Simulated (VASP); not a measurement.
Output of a VASP run:

**OUTCAR**
```
 ion  position               nearest neighbor table
   1  0.000  0.000  0.000-   2 2.78   3 2.78   3 2.78   2 2.78   3 2.78   2 2.78
   2  0.333  0.667  0.232-   1 2.78   1 2.78   1 2.78
   3  0.667  0.333  0.768-   1 2.78   1 2.78   1 2.78
  LATTYP: Found a hexagonal cell.
 ALAT       =     3.9173716657
 C/A-ratio  =     1.7732809874
 Subroutine PRICEL returns:
 Original cell was already a primitive cell.
 Subroutine GETGRP returns: Found 12 space group operations
The static configuration has the point symmetry D_3d.
The dynamic configuration has the point symmetry D_3d.
 Subroutine INISYM returns: Found 12 space group operations
 Subroutine IBZKPT returns following result:
 Found     28 irreducible k-points:

 Following reciprocal coordinates:
            Coordinates               Weight
  0.000000  0.000000  0.000000      1.000000
  0.142857 -0.000000  0.000000      6.000000
  0.285714 -0.000000  0.000000      6.000000
  0.428571 -0.000000  0.000000      6.000000
  0.142857  0.142857  0.000000      6.000000
  0.285714  0.142857  0.000000     12.000000
  0.428571  0.142857  0.000000      6.000000
  0.285714  0.285714  0.000000      6.000000
  0.000000  0.000000  0.250000      2.000000
  0.142857 -0.000000  0.250000      6.000000
 -0.000000  0.142857  0.250000      6.000000
  0.285714 -0.000000  0.250000      6.000000
 -0.000000  0.285714  0.250000      6.000000
  0.428571 -0.000000  0.250000      6.000000
 -0.000000  0.428571  0.250000      6.000000
  0.142857  0.142857  0.250000     12.000000
  0.285714  0.142857  0.250000     12.000000
 -0.142857  0.428571  0.250000     12.000000
  0.428571  0.142857  0.250000     12.000000
  0.285714  0.285714  0.250000     12.000000
  0.000000  0.000000  0.500000      1.000000
  0.142857 -0.000000  0.500000      6.000000
  0.285714 -0.000000  0.500000      6.000000
  0.428571 -0.000000  0.500000      6.000000
  0.142857  0.142857  0.500000      6.000000
  0.285714  0.142857  0.500000     12.000000
  0.428571  0.142857  0.500000      6.000000
  0.285714  0.285714  0.500000      6.000000
   k-points           NKPTS =     28   k-points in BZ     NKDIM =     28   number of bands    NBANDS=     17
   number of dos      NEDOS =    301   number of ions     NIONS =      3
   total plane-waves  NPLWV =  48600
   dimension x,y,z NGX =    30 NGY =   30 NGZ =   54
   dimension x,y,z NGXF=    60 NGYF=   60 NGZF=  108
   ions per type =               1   2
   PREC   = accura    normal or accurate (medium, high low for compatibility)
   ISTART =      0    job   : 0-new  1-cont  2-samecut
   ICHARG =      2    charge: 1-file 2-atom 10-const
   ISPIN  =      1    spin polarized calculation?
   LNONCOLLINEAR =      F non collinear calculations
   LSORBIT =      F    spin-orbit coupling
   INIWAV =      1    electr: 0-lowe 1-rand  2-diag
   ENCUT  =  520.0 eV  38.22 Ry    6.18 a.u.   7.28  7.28 12.92*2*pi/ulx,y,z
   NELM   =    100;   NELMIN=  2; NELMDL= -5     # of ELM steps
   EDIFF  = 0.1E-06   stopping-criterion for ELM
   LREAL  =      F    real-space projection
   NLSPLINE    = F    spline interpolate recip. space projectors
   LMAXMIX     =    4 max onsite mixed and CHGCAR
   VOSKOWN=      0    Vosko Wilk Nusair interpolation
   EDIFFG = -.1E-01   stopping-criterion for IOM
   NSW    =     30    number of steps for IOM
   NBLOCK =      1;   KBLOCK =     30    inner block; outer block
   IBRION =      2    ionic relax: 0-MD 1-quasi-New 2-CG
   NFREE  =      1    steps in history (QN), initial steepest desc. (CG)
   ISIF   =      4    stress and relaxation
   ISYM   =      2    0-nonsym 1-usesym 2-fastsym
   TEIN   =    0.0    initial temperature
   TEBEG  =    0.0;   TEEND  =   0.0 temperature during run
   SMASS  =  -3.00    Nose mass-parameter (am)
   PSTRESS=    0.0 pullay stress
   NELECT =      26.0000    total number of electrons
   EFERMI =   0.00;   METHOD = LEGACY
   ISMEAR =     0;   SIGMA  =   0.05  broadening in eV -4-tet -1-fermi 0-gaus
...
```

### OSZICAR
```
...
   3 F= -.11865914E+02 E0= -.11865914E+02  d E =-.925954E-02
       N       E                     dE             d eps       ncg     rms          rms(c)
DAV:   1    -0.118830093202E+02   -0.17096E-01   -0.74496E-01   953   0.596E+00    0.673E-01
DAV:   2    -0.118741918055E+02    0.88175E-02   -0.42650E-02  1101   0.200E+00    0.380E-01
DAV:   3    -0.118696394425E+02    0.45524E-02   -0.91142E-03  1083   0.782E-01    0.156E-01
DAV:   4    -0.118692720674E+02    0.36738E-03   -0.15495E-03  1145   0.418E-01    0.400E-02
DAV:   5    -0.118692747441E+02   -0.26767E-05   -0.18105E-04  1336   0.114E-01    0.175E-02
DAV:   6    -0.118692841238E+02   -0.93798E-05   -0.26453E-05  1181   0.612E-02    0.397E-03
DAV:   7    -0.118692856265E+02   -0.15027E-05   -0.44915E-06   972   0.201E-02    0.335E-03
DAV:   8    -0.118692860896E+02   -0.46308E-06   -0.90904E-07  1133   0.102E-02    0.122E-03
DAV:   9    -0.118692862143E+02   -0.12473E-06   -0.20112E-07   787   0.414E-03    0.382E-04
DAV:  10    -0.118692862315E+02   -0.17197E-07   -0.27478E-08   627   0.149E-03
   4 F= -.11869286E+02 E0= -.11869286E+02  d E =-.337260E-02
       N       E                     dE             d eps       ncg     rms          rms(c)
DAV:   1    -0.118848123956E+02   -0.15526E-01   -0.77588E-01   954   0.609E+00    0.687E-01
DAV:   2    -0.118755525770E+02    0.92598E-02   -0.44612E-02  1108   0.204E+00    0.388E-01
DAV:   3    -0.118708095853E+02    0.47430E-02   -0.94709E-03  1079   0.788E-01    0.160E-01
DAV:   4    -0.118704144864E+02    0.39510E-03   -0.16228E-03  1184   0.424E-01    0.407E-02
DAV:   5    -0.118704168767E+02   -0.23903E-05   -0.18763E-04  1345   0.115E-01    0.180E-02
DAV:   6    -0.118704269594E+02   -0.10083E-04   -0.27177E-05  1155   0.627E-02    0.401E-03
DAV:   7    -0.118704285722E+02   -0.16127E-05   -0.46463E-06  1005   0.202E-02    0.347E-03
DAV:   8    -0.118704290683E+02   -0.49619E-06   -0.95033E-07  1133   0.104E-02    0.128E-03
DAV:   9    -0.118704292044E+02   -0.13603E-06   -0.23169E-07   788   0.434E-03    0.391E-04
DAV:  10    -0.118704292224E+02   -0.18055E-07   -0.29903E-08   664   0.153E-03
   5 F= -.11870429E+02 E0= -.11870429E+02  d E =-.451559E-02
       N       E                     dE             d eps       ncg     rms          rms(c)
DAV:   1    -0.118704517464E+02   -0.22542E-04   -0.12059E-03   955   0.240E-01    0.269E-02
DAV:   2    -0.118704371081E+02    0.14638E-04   -0.69018E-05  1107   0.103E-01    0.153E-02
DAV:   3    -0.118704295328E+02    0.75753E-05   -0.14972E-05  1163   0.447E-02    0.627E-03
DAV:   4    -0.118704290227E+02    0.51016E-06   -0.28104E-06  1287   0.165E-02    0.163E-03
DAV:   5    -0.118704290373E+02   -0.14678E-07   -0.34959E-07   865   0.499E-03
   6 F= -.11870429E+02 E0= -.11870429E+02  d E =-.451541E-02
       N       E                     dE             d eps       ncg     rms          rms(c)
DAV:   1    -0.118704581654E+02   -0.29143E-04   -0.12194E-02   953   0.582E-01    0.410E-02
DAV:   2    -0.118704957754E+02   -0.37610E-04   -0.59617E-04  1190   0.187E-01    0.171E-02
DAV:   3    -0.118704894891E+02    0.62864E-05   -0.14520E-05  1117   0.383E-02    0.108E-02
DAV:   4    -0.118704882028E+02    0.12863E-05   -0.64005E-06  1198   0.252E-02    0.353E-03
DAV:   5    -0.118704884473E+02   -0.24447E-06   -0.12310E-06  1223   0.968E-03    0.130E-03
DAV:   6    -0.118704884913E+02   -0.44058E-07   -0.73159E-08   523   0.269E-03
   7 F= -.11870488E+02 E0= -.11870488E+02  d E =-.594540E-04
```

OUTCAR:
```
------------------------ aborting loop because EDIFF is reached ----------------------------------------
  FORCE on cell =-STRESS in cart. coord.  units (eV):
  Direction    XX          YY          ZZ          XY          YZ          ZX
  --------------------------------------------------------------------------------------
  Total       -0.0365301     -0.0365301     -0.0389332      0.0000000      0.0000000     -0.0000000
  in kB       -0.6339697     -0.6339698     -0.6756748      0.0000000      0.0000000     -0.0000000
  external PRESSURE =      -0.6478714 kB  Pullay stress =       0.0000000 kB
  volume of cell :       92.32
      direct lattice vectors                 reciprocal lattice vectors
     1.937576097 -3.355980429 -0.000000000     0.258054381 -0.148987758 -0.000000000
     1.937576097  3.355980429 -0.000000000     0.258054381  0.148987758 -0.000000000
     0.000000000 -0.000000000  7.098789935     0.000000000  0.000000000  0.140869079
 POSITION                                       TOTAL-FORCE (eV/Angst)
 -----------------------------------------------------------------------------------
      1.93758     -3.35598     -0.00000         0.000000      0.000000     -0.000000
      1.93758      1.11866      1.59510        -0.000000     -0.000000     -0.003934
      1.93758     -1.11866      5.50369         0.000000      0.000000      0.003934
 -----------------------------------------------------------------------------------
    total drift:                                0.000000     -0.000000      0.000000
  FREE ENERGIE OF THE ION-ELECTRON SYSTEM (eV)
  ---------------------------------------------------
  free  energy   TOTEN  =       -11.8704884913 eV

  energy  without entropy=      -11.8704884913  energy(sigma->0) =      -11.87048849

 reached required accuracy - stopping structural energy minimisation
```
(Selected blocks of OUTCAR.)

**POSCAR**
```
SnSe2
1
    1.9586857352    -3.3925434349     0.0000000000
    1.9586857352     3.3925434349     0.0000000000
    0.0000000000     0.0000000000     6.9466006954
Sn Se
1 2
Direct
  0.0000000000   0.0000000000   0.0000000000
  0.3333330000   0.6666670000   0.2317318787
  0.6666670000   0.3333330000   0.7682681213
```

Q: Reconstruct the remaining input files.

A: Several could match; the one computed here: the input of the run itself, PBE GGA, plane waves, VASP's PBE PAW potentials (set 64).

### INCAR
```
# general
SYSTEM   =  SnSe2
PREC     =  Accurate
ENCUT    =  520   # plane-wave cut-off (eV)
LREAL    =  F
LASPH    =  T

# electronic loop
EDIFF    =  1E-7   # SCF stop (eV)
NELM     =  100   # most electronic steps
ALGO     =  Normal
LMAXMIX  =  4

# smearing
ISMEAR   =  0   # Gaussian
SIGMA    =  0.05   # width (eV)

# functional
GGA      =  PE   # PBE

# ions
IBRION   =  2   # conjugate gradients
NSW      =  30
ISIF     =  4
EDIFFG   =  -0.01

# output
LWAVE    =  F
LCHARG   =  F
```

KPOINTS:
```
Automatic mesh
0
Gamma
  7 7 4
0 0 0
```

POTCAR, in this order: Sn_d Se (PBE.64 set). Program: vasp_std.

Without a dispersion term in the relaxation, distances and binding between the weakly bound layers, chains or molecules are unreliable, and so is what depends on them.

The compound is SnSe2 in the 1T layered structure. This cell is one point of a volume scan, at 1.03 of the reference volume. Symmetry was kept, so distortions that lower it aren't found.
